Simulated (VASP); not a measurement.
# Driving VASP from ASE on WS2 (Tungstenite), part 3 of 3

Do ASE scripts that read WS2 (Tungstenite) from different structure formats give one answer, and do several routes find one equilibrium volume? All runs use LDA. Left out of this account: at least 1 further run (fields: a reference on another mesh). The start is a cell from a database of measured crystal structures.

VASP 6.6.1; LDA; plane waves and PAW (W, S).

So far. Step 4 (Full relaxation (LDA, through ASE)): It ends with a largest force of 0.001 eV/Å and a pressure of 0.00 GPa. Step 5 (Equation of state by an ASE loop (LDA)): The fit over cells of fixed shape and fractional positions puts the volume +1.46 % from the relaxed one.

## 6. BFGS in ASE (LDA)

Here ASE drives the relaxation and calls VASP for forces and stress at each step.

The input, run.py:

```python
import numpy as np
from ase.calculators.vasp import Vasp
from ase import Atoms
from ase.optimize import BFGS
from ase.filters import FrechetCellFilter

atoms = Atoms(['W', 'S', 'S'],
              cell=[[3.158, 0.0, 0.0], [-1.579, -2.73490823, 0.0], [0.0, 1.82327215, -6.16333333]],
              scaled_positions=[[0.0, 0.0, 0.0], [0.7503, 0.5006, 0.2509], [0.581, 0.162, 0.743]],
              pbc=True)

calc = Vasp(
    xc='lda',
    pp='LDA',
    prec='Accurate',
    encut=400,
    ediff=1e-06,
    nelm=100,
    ismear=-1,
    sigma=0.05,
    lreal=False,
    algo='Normal',
    nbands=15,
    lasph=True,
    lorbit=11,
    lwave=False,
    lcharg=False,
    kpar=4,
    isif=2,
    pp_version='64',
    setups={'W': '', 'S': ''},
    kpts=(9, 9, 9),
    gamma=True,
    txt='vasp.out',
)
atoms.calc = calc

BFGS(FrechetCellFilter(atoms)).run(fmax=0.02, steps=30)
print("cell (A, degrees):", np.round(atoms.cell.cellpar(), 4))
print("volume (A^3):", round(atoms.get_volume(), 4))
print("energy (eV):", round(atoms.get_potential_energy(), 6))
print("Fermi level (eV):", round(calc.get_fermi_level(), 4))
print("forces (eV/A):")
print(np.round(atoms.get_forces(), 4))
print("stress (GPa, Voigt, tension positive):", np.round(atoms.get_stress() * 160.21766, 3))
```

The projector-augmented-wave data sets are W and S (LDA family, release 64).

The run is started by

```sh
$ export ASE_VASP_COMMAND="mpirun -np 4 vasp_std"
$ python run.py
```

The program printed:

```text
Step     Time          Energy          fmax
BFGS:    0 --:--:--      -26.316422        0.588978
BFGS:    1 --:--:--      -26.329256        0.310123
BFGS:    2 --:--:--      -26.333941        0.142493
BFGS:    3 --:--:--      -26.334884        0.150297
BFGS:    4 --:--:--      -26.336592        0.095382
BFGS:    5 --:--:--      -26.336803        0.059008
BFGS:    6 --:--:--      -26.336910        0.047280
BFGS:    7 --:--:--      -26.336963        0.058234
BFGS:    8 --:--:--      -26.337144        0.078645
BFGS:    9 --:--:--      -26.337413        0.087264
BFGS:   10 --:--:--      -26.337731        0.088755
BFGS:   11 --:--:--      -26.337891        0.048468
BFGS:   12 --:--:--      -26.337948        0.008342
cell (A, degrees): [  3.1283   3.1283   6.315  104.3409  90.     120.    ]
volume (A^3): 51.285
energy (eV): -26.337948
Fermi level (eV): 7.2105
forces (eV/A):
[[ 0.     -0.     -0.0072]
 [-0.      0.      0.0085]
 [ 0.     -0.     -0.0013]]
stress (GPa, Voigt, tension positive): [ 0.025  0.025  0.029  0.     0.    -0.   ]
```

Wall time 4.1 min (4 MPI ranks of AMD EPYC 7R43, shared host); peak memory 0.49 GiB; 15 min of CPU time.

The INCAR that ASE wrote:

```
ENCUT = 400.000000
SIGMA = 0.050000
EDIFF = 1.00e-06
ALGO = Normal
PREC = Accurate
ISIF = 2
ISMEAR = -1
KPAR = 4
LORBIT = 11
NBANDS = 15
NELM = 100
LASPH = .TRUE.
LCHARG = .FALSE.
LWAVE = .FALSE.
LREAL = .FALSE.
```

ASE turned this into the KPOINTS:

```
KPOINTS created by Atomic Simulation Environment
0
Gamma
9 9 9
0 0 0
```

VASP's own log, vasp.out (the last of its runs):

```text
[... set-up lines as in an earlier step ...]
 entering main loop
       N       E                     dE             d eps       ncg     rms          rms(c)
DAV:   1     0.597076039132E+02    0.59708E+02   -0.69947E+03  2630   0.848E+02
DAV:   2    -0.236969906502E+02   -0.83405E+02   -0.78530E+02  3422   0.197E+02
DAV:   3    -0.276456242567E+02   -0.39486E+01   -0.39252E+01  3243   0.442E+01
DAV:   4    -0.276886785866E+02   -0.43054E-01   -0.43038E-01  3404   0.508E+00
DAV:   5    -0.276894643506E+02   -0.78576E-03   -0.78573E-03  3376   0.662E-01    0.295E+01
DAV:   6    -0.265607801708E+02    0.11287E+01   -0.27648E+00  3509   0.120E+01    0.128E+01
DAV:   7    -0.264022678051E+02    0.15851E+00   -0.88679E-01  2795   0.754E+00    0.675E+00
DAV:   8    -0.263406298961E+02    0.61638E-01   -0.14131E-01  3229   0.319E+00    0.102E+00
DAV:   9    -0.263389028737E+02    0.17270E-02   -0.16760E-02  3208   0.964E-01    0.515E-01
DAV:  10    -0.263380329541E+02    0.86992E-03   -0.65296E-03  3271   0.506E-01    0.181E-01
DAV:  11    -0.263379528867E+02    0.80067E-04   -0.71861E-04  3117   0.185E-01    0.541E-02
DAV:  12    -0.263379508568E+02    0.20299E-05   -0.18603E-05  3488   0.347E-02    0.435E-02
DAV:  13    -0.263379479523E+02    0.29045E-05   -0.19612E-05  3229   0.268E-02    0.228E-02
DAV:  14    -0.263379479312E+02    0.21117E-07   -0.16982E-06  2691   0.920E-03
   1 F= -.26337948E+02 E0= -.26337948E+02  d E =-.808003E-06
```

From OUTCAR (step 6):

```text
   ENCUT  =  400.0 eV  29.40 Ry    5.42 a.u.   5.10  5.10 10.30*2*pi/ulx,y,z

   NELECT =      18.0000    total number of electrons

 E-fermi :   7.2105

 k-point     1 :       0.0000    0.0000    0.0000
  band No.  band energies     occupation
    ...
      5       3.1625      2.00000
      6       4.4385      2.00000
      7       4.4385      2.00000
      8       5.3113      2.00000
      9       5.3564      2.00000
     10       8.9929      0.00000
     11       8.9929      0.00000
     12       9.3410      0.00000
     13       9.3410      0.00000
     14      11.6468      0.00000
    ...

  Total       -0.0081589     -0.0081589     -0.0093530      0.0000000     -0.0000000     -0.0000000
  in kB       -0.2548903     -0.2548903     -0.2921937      0.0000000     -0.0000000     -0.0000000
  external PRESSURE =      -0.2673247 kB  Pullay stress =       0.0000000 kB

 POSITION                                       TOTAL-FORCE (eV/Angst)
 -----------------------------------------------------------------------------------
      1.56416     -0.90307     -6.03908         0.000000     -0.000000     -0.007187
      1.56416     -0.90307     -1.54859        -0.000000      0.000000      0.008497
      1.56416      0.90307     -4.47773         0.000000     -0.000000     -0.001310
 -----------------------------------------------------------------------------------
    total drift:                               -0.000000      0.000001     -0.000188

  FREE ENERGIE OF THE ION-ELECTRON SYSTEM (eV)
  ---------------------------------------------------
  free  energy   TOTEN  =       -26.3379479312 eV

  energy  without entropy=      -26.3379471232  energy(sigma->0) =      -26.33794753

[... 2 parts as in an earlier step ...]

[... 14 further parts left out ...]
```

This step gave:

- optimizer steps: 12
- volume after bfgs: 17.09 Å³/atom

## 7. Side by side

| run | atoms | mesh | energy (eV/atom) | pressure (GPa) |
| --- | --- | --- | --- | --- |
| ASE, structure read from a POSCAR | 3 | 9×9×9 | -8.77214 | -3.876 |
| ASE, structure read from a CIF with its space group | 9 | 7×7×1 | -8.77230 | -3.875 |

## 8. Total energy, forces and stress (LDA, through ASE) with a changed input

A single point gives energy, forces and stress at these settings. Some settings are moved from the usual, to see what they do.

run.py, as its differences from that of step 6:

```diff
@@ -3,4 +3,3 @@
 from ase import Atoms
-from ase.optimize import BFGS
-from ase.filters import FrechetCellFilter
+from ase.dft.bandgap import bandgap
 
@@ -31,4 +30,4 @@
     setups={'W': '', 'S': ''},
-    kpts=(9, 9, 9),
-    gamma=True,
+    kpts=(6, 6, 6),
+    gamma=False,
     txt='vasp.out',
@@ -37,5 +36,2 @@
 
-BFGS(FrechetCellFilter(atoms)).run(fmax=0.02, steps=30)
-print("cell (A, degrees):", np.round(atoms.cell.cellpar(), 4))
-print("volume (A^3):", round(atoms.get_volume(), 4))
 print("energy (eV):", round(atoms.get_potential_energy(), 6))
@@ -45 +41,3 @@
 print("stress (GPa, Voigt, tension positive):", np.round(atoms.get_stress() * 160.21766, 3))
+gap, p1, p2 = bandgap(calc, direct=False)
+print("gap on the mesh (eV):", round(gap, 4))
```

The program printed:

```text
energy (eV): -26.317092
Fermi level (eV): 6.7119
forces (eV/A):
[[ 0.      0.      0.5896]
 [ 0.     -0.     -0.0114]
 [-0.     -0.     -0.5782]]
stress (GPa, Voigt, tension positive): [ 4.077  4.077  3.48   0.    -0.    -0.   ]
gap on the mesh (eV): 1.3582
```

Wall time 19 s (4 MPI ranks); peak memory 0.51 GiB; 70 s of CPU time.

The INCAR that ASE wrote:

```
ENCUT = 400.000000
SIGMA = 0.050000
EDIFF = 1.00e-06
ALGO = Normal
PREC = Accurate
ISIF = 2
ISMEAR = -1
KPAR = 4
LORBIT = 11
NBANDS = 15
NELM = 100
LASPH = .TRUE.
LCHARG = .FALSE.
LWAVE = .FALSE.
LREAL = .FALSE.
```

ASE turned this into the KPOINTS:

```
KPOINTS created by Atomic Simulation Environment
0
Monkhorst-Pack
6 6 6
0 0 0
```

vasp.out:

```text
[... set-up lines as in an earlier step ...]
 entering main loop
       N       E                     dE             d eps       ncg     rms          rms(c)
DAV:   1     0.601538345488E+02    0.60154E+02   -0.68763E+03  2036   0.844E+02
DAV:   2    -0.236003504464E+02   -0.83754E+02   -0.79416E+02  2659   0.194E+02
DAV:   3    -0.276721180975E+02   -0.40718E+01   -0.40467E+01  2617   0.442E+01
DAV:   4    -0.277175715033E+02   -0.45453E-01   -0.45436E-01  2526   0.522E+00
DAV:   5    -0.277184362652E+02   -0.86476E-03   -0.86467E-03  2666   0.685E-01    0.283E+01
DAV:   6    -0.265463476983E+02    0.11721E+01   -0.30109E+00  2730   0.125E+01    0.121E+01
DAV:   7    -0.263849097439E+02    0.16144E+00   -0.93379E-01  2169   0.777E+00    0.671E+00
DAV:   8    -0.263194664352E+02    0.65443E-01   -0.14462E-01  2547   0.317E+00    0.940E-01
DAV:   9    -0.263179539251E+02    0.15125E-02   -0.16955E-02  2491   0.965E-01    0.482E-01
DAV:  10    -0.263171660758E+02    0.78785E-03   -0.56259E-03  2561   0.471E-01    0.174E-01
DAV:  11    -0.263170966565E+02    0.69419E-04   -0.58741E-04  2554   0.170E-01    0.554E-02
DAV:  12    -0.263170928117E+02    0.38448E-05   -0.15800E-05  2736   0.342E-02    0.385E-02
DAV:  13    -0.263170917729E+02    0.10388E-05   -0.11556E-05  2533   0.206E-02    0.833E-03
DAV:  14    -0.263170917407E+02    0.32205E-07   -0.74581E-07  1727   0.636E-03
   1 F= -.26317092E+02 E0= -.26317092E+02  d E =-.863801E-07
```

Parts of OUTCAR (step 8):

```text
   k-points           NKPTS =     66   k-points in BZ     NKDIM =     66   number of bands    NBANDS=     15

   NELECT =      18.0000    total number of electrons

 E-fermi :   6.7119

 k-point     1 :       0.0833    0.0833    0.0833
  band No.  band energies     occupation
    ...
      5       2.8918      2.00000
      6       3.0631      2.00000
      7       3.4121      2.00000
      8       4.4728      2.00000
      9       5.4288      2.00000
     10       8.0223      0.00000
     11       8.4193      0.00000
     12       8.5262      0.00000
     13       9.1810      0.00000
     14      12.4624      0.00000
    ...

  Total       -1.3546591     -1.3546591     -1.1562683     -0.0000000     -0.0000000      0.0000000
  in kB      -40.7727540    -40.7727541    -34.8015547     -0.0000000     -0.0000000      0.0000000
  external PRESSURE =     -38.7823543 kB  Pullay stress =       0.0000000 kB

 POSITION                                       TOTAL-FORCE (eV/Angst)
 -----------------------------------------------------------------------------------
      0.00000      0.00000      0.00000         0.000000      0.000000      0.589551
      1.57900     -0.91164     -1.54638         0.000000     -0.000000     -0.011383
      1.57900      0.91164     -4.57936        -0.000000     -0.000000     -0.578169
 -----------------------------------------------------------------------------------
    total drift:                                0.000000      0.000004     -0.000251

  FREE ENERGIE OF THE ION-ELECTRON SYSTEM (eV)
  ---------------------------------------------------
  free  energy   TOTEN  =       -26.3170917407 eV

  energy  without entropy=      -26.3170916543  energy(sigma->0) =      -26.31709170

[... 5 parts as in an earlier step ...]

[... 11 further parts left out ...]
```

The run converged; its settings lie outside those of the reference runs, so its numbers are set aside.

Settings moved from the usual: shifted = True and k-mesh = 6×6×6.

## 9. Summary of results

| Item | Value |
| --- | --- |
| energy, ASE, structure read from a POSCAR | -8.77214 eV/atom |
| energy, ASE, structure read from a CIF with its space group | -8.77230 eV/atom |
| volume from VASP's own relaxation | 17.11 Å³/atom |
| volume from the fit of the ASE volume loop | 17.36 Å³/atom |
| volume from BFGS in ASE | 17.09 Å³/atom |

With the structure read from a CIF with its space group, ASE's run differs from the first script by -0.2 meV an atom, on the larger cell and its own mesh. The routes to the equilibrium volume differ by up to 1.54 %. A relaxation follows the stress, which carries a basis-set error, while a volume loop fits energies; every loop stops at a tolerance; VASP's relaxation keeps the plane waves of its start, while ASE starts VASP afresh at each cell, and a loop at fixed shape can't relax anything but the volume. The bonds form layers, and without a dispersion term the spacing between them, and what depends on it, is unreliable.

[Lines on the potential files, build, host, timing and source positions are cut from VASP's logs without a mark.]

[Logs are printed without paths, hosts, clocks, repeated set-up lines and the standing remarks that a program may print on its own settings, such as how far it seeks lower states.]

[Hosts, paths, dates, database ids (printed as entryN), source tags and the programs' standing remarks are cut or masked in the printed files.]

[A measured line is paired with the nearest computed mode of its activity, which favours agreement.]

[In band tables of VASP the shares of atoms and orbitals are scaled to a sum of 1 inside the atoms' spheres.]
